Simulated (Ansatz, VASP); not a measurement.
# Cross-check of KSrBr3 between VASP and Ansatz, part 3 of 3

Wanted: the spread between two codes on one cell, functional and k mesh. The cell is generated by rule, not measured, and may not be a known phase. The cell is taken from a series of runs on this material, whose earlier steps may have relaxed, scaled, displaced or heated it; both programs get it as it stands.

VASP 6.6.1 and Ansatz 0.2.0.

So far: Starting point; Ansatz: zone-centre phonons, PBEsol; VASP: zone-centre phonons, PBEsol.

## Step 3: VASP: zone-centre phonons, PBEsol (continued)

Level of this step: PBEsol; plane waves and PAW (K_sv, Sr_sv, Br); invented cell (VASP).

Numbers of over 12 decimals in the logs are rounded to 6 here.

From OUTCAR (step 3):

```text
ion  position               nearest neighbor table
   1  0.000  0.000  0.000-
   2  0.500  0.500  0.500-   3 2.94   4 2.94   5 2.94   5 2.94   4 2.94   3 2.94
   3  0.000  0.500  0.500-   2 2.94   2 2.94
   4  0.500  0.000  0.500-   2 2.94   2 2.94
   5  0.500  0.500  0.000-   2 2.94   2 2.94

  LATTYP: Found a simple cubic cell.
 ALAT       =     5.8733190708

 Subroutine GETGRP returns: Found 48 space group operations
 (whereof 48 operations were pure point group operations)

The static configuration has the point symmetry O_h .

 Found     10 irreducible k-points:

   k-points           NKPTS =     10   k-points in BZ     NKDIM =     10   number of bands    NBANDS=     26

   dimension x,y,z NGX =    48 NGY =   48 NGZ =   48
   dimension x,y,z NGXF=    96 NGYF=   96 NGZF=   96

   ENCUT  =  500.0 eV  36.75 Ry    6.06 a.u.  10.71 10.71 10.71*2*pi/ulx,y,z

   NELECT =      40.0000    total number of electrons

 k-points in reciprocal lattice and weights: Automatic mesh
   0.00000000  0.00000000  0.00000000       0.016
   0.25000000  0.00000000  0.00000000       0.094
   0.50000000  0.00000000  0.00000000       0.047
   0.25000000  0.25000000  0.00000000       0.188
   0.50000000  0.25000000  0.00000000       0.188
   0.50000000  0.50000000  0.00000000       0.047
   0.25000000  0.25000000  0.25000000       0.125
   0.50000000  0.25000000  0.25000000       0.188
   0.50000000  0.50000000  0.25000000       0.094
   0.50000000  0.50000000  0.50000000       0.016

 average (electrostatic) potential at core
       1 -37.8342       2 -39.9746       3 -64.9085       4 -64.9085       5 -64.9085

  Total        0.1243107      0.1243107      0.1243107     -0.0000000     -0.0000000      0.0000000
  in kB        0.9830338      0.9830338      0.9830338     -0.0000000     -0.0000000      0.0000000
  external PRESSURE =       0.9830338 kB  Pullay stress =       0.0000000 kB

  energy-cutoff  :      500.00
  volume of cell :      202.61
      direct lattice vectors                 reciprocal lattice vectors
     5.873319071  0.000000000  0.000000000     0.170261480  0.000000000  0.000000000
     0.000000000  5.873319071  0.000000000     0.000000000  0.170261480  0.000000000
     0.000000000  0.000000000  5.873319071     0.000000000  0.000000000  0.170261480

 POSITION                                       TOTAL-FORCE (eV/Angst)
 -----------------------------------------------------------------------------------
      0.00000      0.00000      0.00000         0.000000      0.000000      0.000000
      2.93666      2.93666      2.93666         0.000000      0.000000      0.000000
      0.00000      2.93666      2.93666         0.000000      0.000000      0.000000
      2.93666      0.00000      2.93666         0.000000      0.000000      0.000000
      2.93666      2.93666      0.00000         0.000000      0.000000      0.000000
 -----------------------------------------------------------------------------------
    total drift:                                0.000000     -0.000000     -0.000000

 MACROSCOPIC STATIC DIELECTRIC TENSOR (including local field effects in DFT)
[...]
2     0.00000    -2.01897     0.00000
    3    -0.00000    -0.00000    -0.85628
 ion    5
    1    -0.85628     0.00000    -0.00000
    2    -0.00000    -0.85628     0.00000
    3    -0.00000    -0.00000    -2.01897

 Eigenvectors and eigenvalues of the dynamical matrix
 ----------------------------------------------------

   1 f  =    5.478493 THz    34.422390 2PiTHz  182.742872 cm-1    22.657218 meV
             X         Y         Z           dx          dy          dz
      0.000000  0.000000  0.000000     0.000000   -0.000000   -0.004922
      2.936660  2.936660  2.936660     0.000000   -0.000000   -0.644561
      0.000000  2.936660  2.936660    -0.000000   -0.000000   -0.041657
      2.936660  0.000000  2.936660     0.000000    0.000000   -0.041657
      2.936660  2.936660  0.000000     0.000000   -0.000000    0.762264

   2 f  =    5.478493 THz    34.422390 2PiTHz  182.742872 cm-1    22.657218 meV
             X         Y         Z           dx          dy          dz
      0.000000  0.000000  0.000000     0.004922    0.000016    0.000000
      2.936660  2.936660  2.936660     0.644558    0.002094   -0.000000
      0.000000  2.936660  2.936660    -0.762260    0.000135   -0.000000
      2.936660  0.000000  2.936660     0.041656   -0.002477    0.000000
      2.936660  2.936660  0.000000     0.041656    0.000135    0.000000

   3 f  =    5.478493 THz    34.422390 2PiTHz  182.742872 cm-1    22.657218 meV
             X         Y         Z           dx          dy          dz
      0.000000  0.000000  0.000000    -0.000016    0.004922   -0.000000
      2.936660  2.936660  2.936660    -0.002094    0.644558   -0.000000
      0.000000  2.936660  2.936660     0.002477    0.041656   -0.000000
      2.936660  0.000000  2.936660    -0.000135   -0.762260    0.000000
      2.936660  2.936660  0.000000    -0.000135    0.041656    0.000000

   4 f  =    1.565582 THz     9.836841 2PiTHz   52.222190 cm-1     6.474723 meV
             X         Y         Z           dx          dy          dz
      0.000000  0.000000  0.000000     0.011875   -0.174593    0.306455
      2.936660  2.936660  2.936660    -0.019668    0.289174   -0.507573
      0.000000  2.936660  2.936660    -0.015052   -0.202095    0.354728
      2.936660  0.000000  2.936660     0.013746    0.221306    0.354728
      2.936660  2.936660  0.000000     0.013746   -0.202095   -0.388448

   5 f  =    1.565582 THz     9.836841 2PiTHz   52.222190 cm-1     6.474723 meV
             X         Y         Z           dx          dy          dz
      0.000000  0.000000  0.000000     0.026985   -0.305280   -0.174970
      2.936660  2.936660  2.936660    -0.044694    0.505627    0.289797
      0.000000  2.936660  2.936660    -0.034204   -0.353369   -0.202531
      2.936660  0.000000  2.936660     0.031235    0.386959   -0.202531
      2.936660  2.936660  0.000000     0.031235   -0.353369    0.221783

   6 f  =    1.565582 THz     9.836841 2PiTHz   52.222190 cm-1     6.474723 meV
             X         Y         Z           dx          dy          dz
      0.000000  0.000000  0.000000     0.351667    0.029321    0.003078
      2.936660  2.936660  2.936660    -0.582456   -0.048563   -0.005097
      0.000000  2.936660  2.936660    -0.445756    0.033939    0.003562
      2.936660  0.000000  2.936660     0.407062   -0.037166    0.003562
      2.936660  2.936660  0.000000     0.407062    0.033939   -0.003901

   7 f  =    0.003725 THz     0.023406 2PiTHz    0.124257 cm-1     0.015406 meV
             X         Y         Z           dx          dy          dz
      0.000000  0.000000  0.000000     0.004141    0.040231    0.326178
      2.936660  2.936660  2.936660     0.006180    0.060042    0.486800
      0.000000  2.936660  2.936660     0.005893    0.056926    0.461534
      2.936660  0.000000  2.936660     0.005860    0.057253    0.461534
      2.936660  2.936660  0.000000     0.005860    0.056926    0.464183

   8 f  =    0.003725 THz     0.023406 2PiTHz    0.124257 cm-1     0.015406 meV
             X         Y         Z           dx          dy          dz
      0.000000  0.000000  0.000000    -0.327781    0.024205    0.001176
      2.936660  2.936660  2.936660    -0.489192    0.036124    0.001755
      0.000000  2.936660  2.936660    -0.466464    0.034249    0.001664
      2.936660  0.000000  2.936660    -0.463802    0.034446    0.001664
      2.936660  2.936660  0.000000    -0.463802    0.034249    0.001674

   9 f  =    0.003725 THz     0.023406 2PiTHz    0.124257 cm-1     0.015406 meV
             X         Y         Z           dx          dy          dz
      0.000000  0.000000  0.000000     0.023877    0.325305   -0.040427
      2.936660  2.936660  2.936660     0.035635    0.485497   -0.060334
      0.000000  2.936660  2.936660     0.033979    0.460299   -0.057203
      2.936660  0.000000  2.936660     0.033785    0.462940   -0.057203
      2.936660  2.936660  0.000000     0.033785    0.460299   -0.057531

  10 f/i=    0.643391 THz     4.042543 2PiTHz   21.461205 cm-1     2.660849 meV
             X         Y         Z           dx          dy          dz
      0.000000  0.000000  0.000000     0.000000    0.000000    0.000000
      2.936660  2.936660  2.936660     0.000000   -0.000000    0.000000
      0.000000  2.936660  2.936660     0.000000   -0.000924    0.607245
      2.936660  0.000000  2.936660     0.362288   -0.000000   -0.607245
      2.936660  2.936660  0.000000    -0.362288    0.000924    0.000000

  11 f/i=    0.643391 THz     4.042543 2PiTHz   21.461205 cm-1     2.660849 meV
             X         Y         Z           dx          dy          dz
      0.000000  0.000000  0.000000    -0.000000   -0.000000   -0.000000
      2.936660  2.936660  2.936660    -0.000000   -0.000000   -0.000000
      0.000000  2.936660  2.936660    -0.000000   -0.136687   -0.355608
      2.936660  0.000000  2.936660     0.595701   -0.000000    0.355608
      2.936660  2.936660  0.000000    -0.595701    0.136687   -0.000000

  12 f/i=    0.643391 THz     4.042543 2PiTHz   21.461205 cm-1     2.660849 meV
             X         Y         Z           dx          dy          dz
      0.000000  0.000000  0.000000     0.000000   -0.000000   -0.000000
      2.936660  2.936660  2.936660     0.000000   -0.000000   -0.000000
      0.000000  2.936660  2.936660     0.000000   -0.693769    0.069254
      2.936660  0.000000  2.936660    -0.117848   -0.000000   -0.069254
      2.936660  2.936660  0.000000     0.117848    0.693769   -0.000000

  13 f/i=    1.632348 THz    10.256343 2PiTHz   54.449256 cm-1     6.750844 meV
             X         Y         Z           dx          dy          dz
      0.000000  0.000000  0.000000     0.006483    0.003827   -0.875987
      2.936660  2.936660  2.936660     0.000354    0.000209   -0.047797
      0.000000  2.936660  2.936660     0.000067   -0.001482    0.339270
      2.936660  0.000000  2.936660    -0.002511    0.000039    0.339270
      2.936660  2.936660  0.000000    -0.002511   -0.001482   -0.008992

  14 f/i=    1.632348 THz    10.256343 2PiTHz   54.449256 cm-1     6.750844 meV
             X         Y         Z           dx          dy          dz
      0.000000  0.000000  0.000000     0.434663   -0.760577   -0.000105
      2.936660  2.936660  2.936660     0.023717   -0.041500   -0.000006
      0.000000  2.936660  2.936660     0.004462    0.294572    0.000041
      2.936660  0.000000  2.936660    -0.168345   -0.007807    0.000041
      2.936660  2.936660  0.000000    -0.168345    0.294572   -0.000001

  15 f/i=    1.632348 THz    10.256343 2PiTHz   54.449256 cm-1     6.750844 meV
             X         Y         Z           dx          dy          dz
      0.000000  0.000000  0.000000     0.760549    0.434646    0.007528
      2.936660  2.936660  2.936660     0.041498    0.023716    0.000411
      0.000000  2.936660  2.936660     0.007807   -0.168339   -0.002915
      2.936660  0.000000  2.936660    -0.294561    0.004462   -0.002915
      2.936660  2.936660  0.000000    -0.294561   -0.168339    0.000077

 MACROSCOPIC STATIC DIELECTRIC TENSOR IONIC CONTRIBUTION
 ------------------------------------------------------
           1.360207    -0.000000    -0.000000
          -0.000000     1.360207    -0.000000
          -0.000000    -0.000000     1.360207
 ------------------------------------------------------

 ELASTIC MODULI CONTR FROM IONIC RELAXATION (kBar)
 Direction    XX          YY          ZZ          XY          YZ          ZX
 --------------------------------------------------------------------------------
 XX           0.0000      0.0000      0.0000      0.0000      0.0000      0.0000
 YY           0.0000      0.0000      0.0000      0.0000      0.0000      0.0000
 ZZ           0.0000      0.0000      0.0000      0.0000      0.0000      0.0000
 XY           0.0000      0.0000      0.0000      0.0000      0.0000      0.0000
 YZ           0.0000      0.0000      0.0000      0.0000      0.0000      0.0000
 ZX           0.0000      0.0000      0.0000      0.0000      0.0000      0.0000
 --------------------------------------------------------------------------------

 PIEZOELECTRIC TENSOR IONIC CONTR  for field in x, y, z        (C/m^2)
          XX          YY          ZZ          XY          YZ          ZX
  --------------------------------------------------------------------------------
  x     0.00000     0.00000     0.00000     0.00000     0.00000     0.00000
  y     0.00000     0.00000     0.00000     0.00000     0.00000     0.00000
  z     0.00000     0.00000     0.00000     0.00000     0.00000     0.00000
```

## Step 4: Differences

Known differences besides the potentials themselves: fixed occupations in Ansatz, narrow Gaussian smearing in VASP; VASP's response is taken on the typed mesh, Ansatz refines its own for the field response alone; the cutoff is 1006.82 eV in Ansatz and 500 eV in VASP. Total energies have different zeros and are not compared.

Compared:

| quantity | Ansatz | VASP | difference |
| --- | --- | --- | --- |
| ε∞ xx | 2.74 | 2.75 | -0.49 % |
| ε∞ yy | 2.74 | 2.75 | -0.49 % |
| ε∞ zz | 2.74 | 2.75 | -0.49 % |
| Born charge of K1 (mean of the diagonal) (e) | 1.31 | 1.32 | -0.01 |
| Born charge of Sr2 (mean of the diagonal) (e) | 2.41 | 2.41 | 0.00 |
| Born charge of Br3 (mean of the diagonal) (e) | -1.24 | -1.24 | 0.00 |
| optical mode 1 to 3 (imaginary, printed as negative) (cm⁻¹) | -55.5 | -54.4 | -1.1 |
| optical mode 4 to 6 (imaginary, printed as negative) (cm⁻¹) | -20.9 | -21.5 | +0.5 |
| optical mode 7 to 9 (cm⁻¹) | 52.8 | 52.2 | +1.11 % |
| optical mode 10 to 12 (cm⁻¹) | 180.3 | 182.7 | -1.32 % |

Modes are paired by rising frequency, not by their patterns, so a pair may set unlike modes beside each other; they are those without the splitting of longitudinal modes.

## Step 5: What came out

```json
{"r.m.s. difference of the optical zone-centre modes, each program's sorted by frequency (zone-centre phonons, PBEsol)": "1.4 cm⁻¹", "difference in optical mode 10 to 12 (zone-centre phonons, PBEsol)": "-1.3 %"}
```

The r.m.s. difference of the optical zone-centre modes, each program's sorted by frequency is 1.4 cm⁻¹ (zone-centre phonons, PBEsol). Among the rows given in per cent, the largest difference of the zone-centre phonons, PBEsol pair is in optical mode 10 to 12, -1.3 %. How closely two codes agree says nothing of how well the functional describes the real material.

[Lines on the potential files, build, host, timing and source positions are cut from VASP's logs without a mark.]

[Logs are printed without paths, hosts, clocks, repeated set-up lines and the standing remarks that a program may print on its own settings, such as how far it seeks lower states.]

[Hosts, paths, dates, database ids (printed as entryN), source tags and the programs' standing remarks are cut or masked in the printed files.]
